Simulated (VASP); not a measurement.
## LaOs2F2: single point with PBE

LaOs2F2:

```
F La Os
1.0
     0.00000    3.95675    0.00000
     3.95675    0.00000    0.00000
     1.97838    1.97838   -4.75561
F La Os
2 1 2
Cartesian
  1.9784 1.9784 -1.1794
  3.9568 3.9568 -3.5762
  0.0000 0.0000 0.0000
  1.9784 3.9568 -2.3778
  3.9568 1.9784 -2.3778
```

The cell was built by a generator and needn't be a form met in nature.

```yaml
Program: VASP 6.6.1
Task: single point
Functional: PBE
Potentials_or_basis: VASP PAW PBE potentials, release 64 (F, La, Os)
Cutoff: 520 eV
k_mesh: 9 × 9 × 9
Occupations: fermi-dirac, width 0.1 eV
Spin: no spin polarisation
```

The pressure is 15.2 GPa. The largest force is 1.927 eV/Å and the band gap on the k mesh is none (metal or under the smearing width).

Forces on the atoms (eV/Å):
```
F    0.000  0.000  1.927
F    0.000  0.000 -1.927
La   0.000  0.000  0.000
Os   0.000  0.000  0.000
Os   0.000  0.000  0.000
```

Stress tensor (GPa, compression positive):
```
 8.51  0.00  0.00
 0.00  8.51  0.00
 0.00  0.00 28.48
```

Levels at points of the mesh, in eV from the Fermi level:
```csv
k point,band 18,band 19,band 20,band 21,band 22,band 23,band 24,band 25
"(0.00, 0.00, 0.00)",-0.64,-0.64,-0.38,-0.38,-0.11,3.11,3.13,3.15
```

It took 5.8 min on 1 thread of Intel(R) Xeon(R) 6975P-C (Granite Rapids), with other jobs on the host, peak memory 0.33 GiB.

Caveat: so large a pressure means that the cell lies far from this level's equilibrium, or that cutoff or potentials fall short; an odd number of electrons without spin polarisation forces a metal; a magnetic or distorted state may lie lower. Spin-orbit coupling is left out, which matters for the levels of La, Os.
